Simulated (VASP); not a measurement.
# Bi2Te3 (Tellurobismuthite): how cutoff and mesh change the relaxed cell

Aim: test the relaxed volume of Bi2Te3 (Tellurobismuthite) against cutoff and mesh. The starting structure is a measured crystal structure from the Crystallography Open Database. The first relaxation on each setting starts from this cell expanded by 3 % in volume.

Method: Kohn-Sham DFT with plane waves and PAW; PBEsol, in VASP 6.6.1.

**1. Starting point**

It takes space group R-3m (No. 166, trigonal). Conventional cell: a = 4.386 Å, b = 4.386 Å, c = 30.497 Å, α = 90.00°, β = 90.00°, γ = 120.00°. Bi has 6 Te at 3.07 to 3.25 Å nearest. Nearest to Te lie 3 Bi at 3.07 Å. Te has 6 Bi at 3.25 Å nearest. Farther neighbours and most contacts between anions are not listed.

**2. Reference relaxation**

This run starts from the cell of an earlier relaxation, which isn't shown; the restart sets up the plane waves anew.

INCAR

```
SYSTEM = Bi2Te3
PREC = Accurate
ENCUT = 450
EDIFF = 1E-06
NELM = 100
ISMEAR = 0
SIGMA = 0.03
LREAL = .FALSE.
ALGO = Normal
GGA = PS
NBANDS = 30
LORBIT = 11
LWAVE = .FALSE.
LCHARG = .FALSE.
KPAR = 16
IBRION = 2
NSW = 50
ISIF = 3
EDIFFG = -0.006
```

POSCAR

```
Bi2Te3
1.0
   -4.3809084264      0.0000000000      0.0000000000
    2.1904542132     -3.7939779889      0.0000000000
    2.1904542132      1.2646593296     10.0937036450
Bi Te
2 3
Direct
    0.2002110994      0.6001055497      0.8003166492
    0.7997889006      0.3998944503      0.1996833508
    0.5806477081      0.7903238541      0.3709715622
    0.4193522919      0.2096761459      0.6290284378
    0.0000000000      0.0000000000      0.0000000000
```

KPOINTS

```
Automatic mesh
0
Gamma
6 6 6
0 0 0
```

The projector-augmented-wave data sets are Bi_d and Te (PBE family, release 64).

The run is started by

```sh
$ mpirun -np 16 vasp_std
```

The log of the run:

```text
[banner, memory and clock lines left out]
running   16 mpi-ranks, on    1 nodes
 distrk:  each k-point on    1 cores,   16 groups
 distr:  one band on    1 cores,    1 groups

 POSCAR found type information on POSCAR BiTe
 POSCAR found :  2 types and       5 ions
|                                                                             |
|           W    W    AA    RRRRR   N    N  II  N    N   GGGG   !!!           |
|           W    W   A  A   R    R  NN   N  II  NN   N  G    G  !!!           |
|           W    W  A    A  R    R  N N  N  II  N N  N  G       !!!           |
|           W WW W  AAAAAA  RRRRR   N  N N  II  N  N N  G  GGG   !            |
|           WW  WW  A    A  R   R   N   NN  II  N   NN  G    G                |
|           W    W  A    A  R    R  N    N  II  N    N   GGGG   !!!           |
|                                                                             |
|     For optimal performance we recommend to set                             |
|       NCORE = 2 up to number-of-cores-per-socket                            |
|     NCORE specifies how many cores store one orbital (NPAR=cpu/NCORE).      |
|     This setting can greatly improve the performance of VASP for DFT.       |
|     The default, NCORE=1 might be grossly inefficient on modern             |
|     multi-core architectures or massively parallel machines. Do your        |
|     Unfortunately you need to use the default for GW and RPA                |
|     calculations (for HF NCORE is supported but not extensively tested      |
|     yet).                                                                   |
|                                                                             |

|                                                                             |
|               ----> ADVICE to this user running VASP <----                  |
|                                                                             |
|     You enforced a specific xc type in the INCAR file but a different       |
|     [... a line on the potential file left out ...]
|     I HOPE YOU KNOW WHAT YOU ARE DOING!                                     |
|                                                                             |

 LDA part: xc-table for (Slater+PW92), standard interpolation
 POSCAR, INCAR and KPOINTS ok, starting setup
 FFT: planning ... GRIDC
 FFT: planning ... GRID_SOFT
 FFT: planning ... GRID
 WAVECAR not read
 entering main loop
       N       E                     dE             d eps       ncg     rms          rms(c)
DAV:   1     0.415587934889E+03    0.41559E+03   -0.20253E+04  1928   0.140E+03
DAV:   2     0.231181644074E+02   -0.39247E+03   -0.37945E+03  2088   0.374E+02
DAV:   3    -0.187608507918E+02   -0.41879E+02   -0.39971E+02  2478   0.136E+02
DAV:   4    -0.204835893468E+02   -0.17227E+01   -0.17120E+01  2200   0.297E+01
DAV:   5    -0.205624148957E+02   -0.78826E-01   -0.78802E-01  2786   0.630E+00    0.800E+00
DAV:   6    -0.202973086099E+02    0.26511E+00   -0.41018E-01  2350   0.485E+00    0.594E+00
DAV:   7    -0.202975802671E+02   -0.27166E-03   -0.22305E-01  2324   0.220E+00    0.931E-01
DAV:   8    -0.202957684347E+02    0.18118E-02   -0.29488E-02  2136   0.107E+00    0.543E-01
DAV:   9    -0.202952012395E+02    0.56720E-03   -0.33814E-03  2220   0.397E-01    0.352E-01
DAV:  10    -0.202953133467E+02   -0.11211E-03   -0.91872E-04  2064   0.169E-01    0.764E-02
DAV:  11    -0.202953208942E+02   -0.75475E-05   -0.72346E-05  2370   0.580E-02    0.380E-02
DAV:  12    -0.202953233977E+02   -0.25035E-05   -0.21748E-05  2104   0.208E-02    0.247E-02
DAV:  13    -0.202953218770E+02    0.15207E-05   -0.39871E-06  1890   0.102E-02    0.726E-03
DAV:  14    -0.202953220887E+02   -0.21168E-06   -0.71114E-07  1104   0.498E-03
   1 F= -.20295322E+02 E0= -.20295322E+02  d E =-.202953E+02
 curvature:   0.00 expect dE= 0.000E+00 dE for cont linesearch  0.000E+00
 trial: gam= 0.00000 g(F)=  0.105E-05 g(S)=  0.235E-05 ort = 0.000E+00 (trialstep = 0.100E+01)
 search vector abs. value=  0.340E-05
 reached required accuracy - stopping structural energy minimisation
```

Run time: 28 s. Hardware: 16 MPI ranks of AMD EPYC 7R43, shared host; peak memory 4.7 GiB.

The logs omit lines about the potential files and the build; timing stands in the text.

From OUTCAR (step 2):

```text
ion  position               nearest neighbor table
   1  0.200  0.600  0.800-   4 3.06   4 3.06   4 3.06   5 3.23   5 3.23   5 3.23
   2  0.800  0.400  0.200-   3 3.06   3 3.06   3 3.06   5 3.23   5 3.23   5 3.23
   3  0.581  0.790  0.371-   2 3.06   2 3.06   2 3.06   4 3.63   4 3.63   4 3.63
   4  0.419  0.210  0.629-   1 3.06   1 3.06   1 3.06   3 3.63   3 3.63   3 3.63
   5  0.000  0.000  0.000-   1 3.23   2 3.23   2 3.23   1 3.23   2 3.23   1 3.23

  LATTYP: Found a trigonal (rhomboedric) cell.
 ALAT       =    10.4057823422
 COS(alpha) =     0.9113765036

 Subroutine GETGRP returns: Found 12 space group operations
 (whereof 12 operations were pure point group operations)

The static configuration has the point symmetry D_3d.

 Found     32 irreducible k-points:

   k-points           NKPTS =     32   k-points in BZ     NKDIM =     32   number of bands    NBANDS=     30

   dimension x,y,z NGX =    30 NGY =   30 NGZ =   72
   dimension x,y,z NGXF=    60 NGYF=   60 NGZF=  144

   ENCUT  =  450.0 eV  33.07 Ry    5.75 a.u.   7.58  7.58 18.00*2*pi/ulx,y,z

   NELECT =      48.0000    total number of electrons

 k-points in reciprocal lattice and weights: Automatic mesh
   0.00000000  0.00000000  0.00000000       0.005
   0.16666667 -0.00000000  0.00000000       0.028
   0.33333333  0.00000000 -0.00000000       0.028
   0.50000000 -0.00000000  0.00000000       0.014
   0.00000000  0.16666667 -0.00000000       0.028
   0.16666667  0.16666667  0.00000000       0.056
   0.33333333  0.16666667  0.00000000       0.056
   0.00000000  0.33333333 -0.00000000       0.028
   0.16666667  0.33333333  0.00000000       0.056
[...]
0.16666667  0.16666667  0.33333333       0.028
   0.00000000  0.00000000  0.50000000       0.005

 average (electrostatic) potential at core
       1-104.8550       2-104.8550       3 -87.9915       4 -87.9915       5 -87.8145

 E-fermi :   6.2795

 k-point     1 :       0.0000    0.0000    0.0000
  band No.  band energies     occupation
    ...
     20       4.4405      2.00000
     21       4.4405      2.00000
     22       5.2907      2.00000
     23       5.2907      2.00000
     24       6.1773      2.00000
     25       6.3818      0.00000
     26       6.7910      0.00000
     27       6.7910      0.00000
     28       8.0942      0.00000
     29       8.2952      0.00000
    ...

 k-point     2 :       0.1667   -0.0000    0.0000
  band No.  band energies     occupation
    ...
     20       4.4843      2.00000
     21       4.6002      2.00000
     22       4.9932      2.00000
     23       5.1702      2.00000
     24       5.6912      2.00000
     25       7.2145      0.00000
     26       7.4616      0.00000
     27       7.4961      0.00000
     28       8.2897      0.00000
     29       8.4399      0.00000
    ...

 k-point     3 :       0.3333    0.0000   -0.0000
  band No.  band energies     occupation
    ...
     20       3.9123      2.00000
     21       3.9778      2.00000
     22       4.5084      2.00000
     23       4.5584      2.00000
     24       4.7449      2.00000
     25       7.7230      0.00000
     26       8.1384      0.00000
     27       8.6454      0.00000
     28       8.7404      0.00000
     29       8.7767      0.00000
    ...

  Total        0.0085999      0.0085999     -0.0097649      0.0000000      0.0000000      0.0000000
  in kB        0.0821288      0.0821288     -0.0932544      0.0000000      0.0000000      0.0000000
  external PRESSURE =       0.0236678 kB  Pullay stress =       0.0000000 kB

  energy-cutoff  :      450.00
  volume of cell :      167.77
      direct lattice vectors                 reciprocal lattice vectors
    -4.380908426  0.000000000  0.000000000    -0.228263160 -0.131787797  0.066047775
     2.190454213 -3.793977989  0.000000000     0.000000000 -0.263575593  0.033023887
     2.190454213  1.264659330 10.093703645     0.000000000  0.000000000  0.099071662

 POSITION                                       TOTAL-FORCE (eV/Angst)
 -----------------------------------------------------------------------------------
      2.19045     -1.26466      8.07816         0.000000      0.000000     -0.000236
     -2.19045     -1.26466      2.01554         0.000000     -0.000000      0.000236
      0.00000     -2.52932      3.74448         0.000000      0.000000     -0.003292
     -0.00000      0.00000      6.34923        -0.000000     -0.000000      0.003292
      0.00000      0.00000      0.00000         0.000000      0.000000      0.000000
 -----------------------------------------------------------------------------------
    total drift:                               -0.000000     -0.000000      0.000000

  FREE ENERGIE OF THE ION-ELECTRON SYSTEM (eV)
  ---------------------------------------------------
  free  energy   TOTEN  =       -20.2953220887 eV

  energy  without entropy=      -20.2953220873  energy(sigma->0) =      -20.29532209

 reached required accuracy - stopping structural energy minimisation

 total charge
# of ion       s       p       d       tot
------------------------------------------
    1        1.591   1.142   9.947  12.679
    2        1.591   1.142   9.947  12.679
    3        1.408   1.901   0.026   3.335
    4        1.408   1.901   0.026   3.335
    5        1.388   1.965   0.024   3.376
--------------------------------------------------
tot          7.385   8.051  19.970  35.405

[... 3 further parts left out ...]
```

The PAW data sets were made with PBE, which is usual practice but a small mismatch for other functionals. The run keeps the 12 symmetry operations of its start, so it cannot find a distortion of lower symmetry.

The reference relaxation ends at 33.554 Å³ an atom.

**3. Relaxation with a cutoff of 240 eV**

Against step 2 the input has ENCUT = 240. This run starts from the cell of an earlier relaxation, which isn't shown; the restart sets up the plane waves anew.

INCAR: that of step 2 with these lines changed.

```diff
@@ -2,3 +2,3 @@
 PREC = Accurate
-ENCUT = 450
+ENCUT = 240
 EDIFF = 1E-06
```

POSCAR

```
Bi2Te3
1.0
   -4.3739773365      0.0000000000      0.0000000000
    2.1869886683     -3.7879754890      0.0000000000
    2.1869886683      1.2626584963     10.0719765620
Bi Te
2 3
Direct
    0.2000443045      0.6000221522      0.8000664567
    0.7999556955      0.3999778478      0.1999335433
    0.5811257804      0.7905628902      0.3716886706
    0.4188742196      0.2094371098      0.6283113294
    0.0000000000      0.0000000000      0.0000000000
```

KPOINTS is that of step 2.

The run is started by

```sh
$ mpirun -np 16 vasp_std
```

The log of the run:

```text
[banner, memory and clock lines left out]
running   16 mpi-ranks, on    1 nodes
[...]
[... a notice as in an earlier step ...]

 [... a notice as in an earlier step ...]

 LDA part: xc-table for (Slater+PW92), standard interpolation
 POSCAR, INCAR and KPOINTS ok, starting setup
[...]
entering main loop
       N       E                     dE             d eps       ncg     rms          rms(c)
DAV:   1     0.300558376112E+03    0.30056E+03   -0.14962E+04  2144   0.865E+02
DAV:   2     0.378428594410E+01   -0.29677E+03   -0.28677E+03  2252   0.285E+02
DAV:   3    -0.198527063422E+02   -0.23637E+02   -0.23057E+02  2346   0.941E+01
DAV:   4    -0.205340230360E+02   -0.68132E+00   -0.67821E+00  2356   0.166E+01
[...]
DAV:  12    -0.202867626624E+02   -0.26184E-05   -0.21205E-05  2046   0.188E-02    0.258E-02
DAV:  13    -0.202867608368E+02    0.18256E-05   -0.40570E-06  1958   0.106E-02    0.697E-03
DAV:  14    -0.202867610734E+02   -0.23657E-06   -0.92775E-07  1166   0.472E-03
   1 F= -.20286761E+02 E0= -.20286761E+02  d E =-.202868E+02
[... from here on, the cycles between the ionic steps are left out ...]
   2 F= -.20286947E+02 E0= -.20286947E+02  d E =-.185694E-03
   3 F= -.20287484E+02 E0= -.20287484E+02  d E =-.722570E-03
   4 F= -.20287576E+02 E0= -.20287576E+02  d E =-.925717E-04
   5 F= -.20287641E+02 E0= -.20287641E+02  d E =-.157318E-03
   6 F= -.20287646E+02 E0= -.20287646E+02  d E =-.162294E-03
   7 F= -.20287693E+02 E0= -.20287693E+02  d E =-.468731E-04
   8 F= -.20287716E+02 E0= -.20287716E+02  d E =-.704216E-04
   9 F= -.20287740E+02 E0= -.20287740E+02  d E =-.234742E-04
  10 F= -.20287795E+02 E0= -.20287795E+02  d E =-.782416E-04
  11 F= -.20287828E+02 E0= -.20287828E+02  d E =-.111358E-03
  12 F= -.20287830E+02 E0= -.20287830E+02  d E =-.217100E-05
 trial-energy change:   -0.000002  1 .order   -0.000004   -0.000005   -0.000002
 step:   0.7076(harm=  0.7076)  dis= 0.00031  next Energy=   -20.287832 (dE=-0.449E-05)
 reached required accuracy - stopping structural energy minimisation
```

Run time: 60 s. Hardware: 16 MPI ranks; peak memory 3.2 GiB.

Parts of OUTCAR (step 3):

```text
  Total        0.0002986      0.0002986      0.0229682     -0.0000000     -0.0000000      0.0000000
  in kB        0.0028862      0.0028862      0.2219742     -0.0000000     -0.0000000      0.0000000
  external PRESSURE =       0.0759155 kB  Pullay stress =       0.0000000 kB

 POSITION                                       TOTAL-FORCE (eV/Angst)
 -----------------------------------------------------------------------------------
      2.18395     -1.26090      8.02277         0.000000     -0.000000      0.004447
     -2.18395     -1.26090      2.01085        -0.000000      0.000000     -0.004447
      0.00000     -2.52181      3.74085         0.000000     -0.000000      0.005988
      0.00000     -0.00000      6.29277        -0.000000      0.000000     -0.005988
     -0.00000     -0.00000      0.00000         0.000000      0.000000     -0.000000
 -----------------------------------------------------------------------------------
    total drift:                               -0.000000      0.000000      0.000000

  FREE ENERGIE OF THE ION-ELECTRON SYSTEM (eV)
  ---------------------------------------------------
  free  energy   TOTEN  =       -20.2878298878 eV

  energy  without entropy=      -20.2878298801  energy(sigma->0) =      -20.28782988

[... 2 parts as in an earlier step ...]

[... 2 further parts left out ...]
[key lines of the parts left out:]
E-fermi :   6.4422
```

Logs of long relaxations may skip ionic steps without a mark.

With a cutoff of 240 eV the cell ends at 33.156 Å³ an atom, -1.18 % from the reference.

**4. Relaxation with a 3×3×3 mesh**

Against step 2 the input has a 3×3×3 mesh (also changed: KPAR and NCORE). This run starts from the cell of an earlier relaxation, which isn't shown; the restart sets up the plane waves anew.

INCAR: that of step 3 with these lines changed.

```diff
@@ -2,3 +2,3 @@
 PREC = Accurate
-ENCUT = 240
+ENCUT = 450
 EDIFF = 1E-06
@@ -14,3 +14,4 @@
 LCHARG = .FALSE.
-KPAR = 16
+KPAR = 2
+NCORE = 8
 IBRION = 2
```

POSCAR

```
Bi2Te3
1.0
   -4.4274480263      0.0000000000      0.0000000000
    2.2137240132     -3.8342824647      0.0000000000
    2.2137240132      1.2780941549      9.9450155108
Bi Te
2 3
Direct
    0.2010864313      0.6005432156      0.8016296469
    0.7989135687      0.3994567844      0.1983703531
    0.5786862394      0.7893431197      0.3680293591
    0.4213137606      0.2106568803      0.6319706409
    0.0000000000      0.0000000000      0.0000000000
```

KPOINTS

```
Automatic mesh
0
Gamma
3 3 3
0 0 0
```

The run is started by

```sh
$ mpirun -np 16 vasp_std
```

The log of the run:

```text
[banner, memory and clock lines left out]
running   16 mpi-ranks, on    1 nodes
[...]
[... a notice as in an earlier step ...]

 LDA part: xc-table for (Slater+PW92), standard interpolation
 POSCAR, INCAR and KPOINTS ok, starting setup
[...]
entering main loop
       N       E                     dE             d eps       ncg     rms          rms(c)
DAV:   1     0.410824677773E+03    0.41082E+03   -0.20325E+04   360   0.140E+03
DAV:   2     0.231766955310E+02   -0.38765E+03   -0.37378E+03   398   0.369E+02
DAV:   3    -0.188770108603E+02   -0.42054E+02   -0.40676E+02   466   0.137E+02
DAV:   4    -0.204514164318E+02   -0.15744E+01   -0.15634E+01   402   0.283E+01
[...]
DAV:  12    -0.202668187396E+02   -0.99722E-06   -0.16362E-05   372   0.205E-02    0.221E-02
DAV:  13    -0.202668176876E+02    0.10520E-05   -0.43945E-06   384   0.997E-03    0.861E-03
DAV:  14    -0.202668179459E+02   -0.25825E-06   -0.57481E-07   198   0.445E-03
   1 F= -.20266818E+02 E0= -.20266817E+02  d E =-.202668E+02
[...]
N       E                     dE             d eps       ncg     rms          rms(c)
DAV:   1    -0.202668825889E+02   -0.64901E-04   -0.20629E-03   438   0.438E-01    0.420E-02
DAV:   2    -0.202668372173E+02    0.45372E-04   -0.10567E-04   444   0.120E-01    0.190E-02
DAV:   3    -0.202668239728E+02    0.13245E-04   -0.40493E-05   444   0.681E-02    0.476E-03
DAV:   4    -0.202668232925E+02    0.68021E-06   -0.24061E-06   226   0.114E-02
   2 F= -.20266823E+02 E0= -.20266822E+02  d E =-.534669E-05
 trial-energy change:   -0.000005  1 .order   -0.000009   -0.000011   -0.000007
 step:   2.9686(harm=  2.9686)  dis= 0.00026  next Energy=   -20.266834 (dE=-0.162E-04)
 reached required accuracy - stopping structural energy minimisation
```

It took 6.8 s on 16 MPI ranks; peak memory 1.8 GiB; 95 s of CPU time.

Parts of OUTCAR (step 4):

```text
  Total       -0.0101969     -0.0101969      0.0241702      0.0000000      0.0000000      0.0000000
  in kB       -0.0967351     -0.0967351      0.2292957      0.0000000      0.0000000      0.0000000
  external PRESSURE =       0.0119418 kB  Pullay stress =       0.0000000 kB

 POSITION                                       TOTAL-FORCE (eV/Angst)
 -----------------------------------------------------------------------------------
      2.21376     -1.27812      7.97466        -0.000000      0.000000     -0.000952
     -2.21376     -1.27812      1.97349         0.000000      0.000000      0.000952
      0.00000     -2.55623      3.66130        -0.000000     -0.000000     -0.001035
      0.00000      0.00000      6.28685         0.000000      0.000000      0.001035
      0.00000     -2.55623      9.94815        -0.000000     -0.000000      0.000000
 -----------------------------------------------------------------------------------
    total drift:                               -0.000000     -0.000000     -0.000000

  FREE ENERGIE OF THE ION-ELECTRON SYSTEM (eV)
  ---------------------------------------------------
  free  energy   TOTEN  =       -20.2668232925 eV

  energy  without entropy=      -20.2668213610  energy(sigma->0) =      -20.26682233

[... 1 part as in an earlier step ...]

[... 3 further parts left out ...]
[key lines of the parts left out:]
E-fermi :   6.0857
```

With a 3×3×3 mesh the cell ends at 33.777 Å³ an atom, +0.67 % from the reference, a by +1.1 % and c by -1.4 %.

[end of part 1 of 2]

[Lines on the potential files, build, host, timing and source positions are cut from VASP's logs without a mark.]

[Logs are printed without paths, hosts, clocks, repeated set-up lines and the standing remarks that a program may print on its own settings, such as how far it seeks lower states.]

[Hosts, paths, dates, database ids (printed as entryN), source tags and the programs' standing remarks are cut or masked in the printed files.]
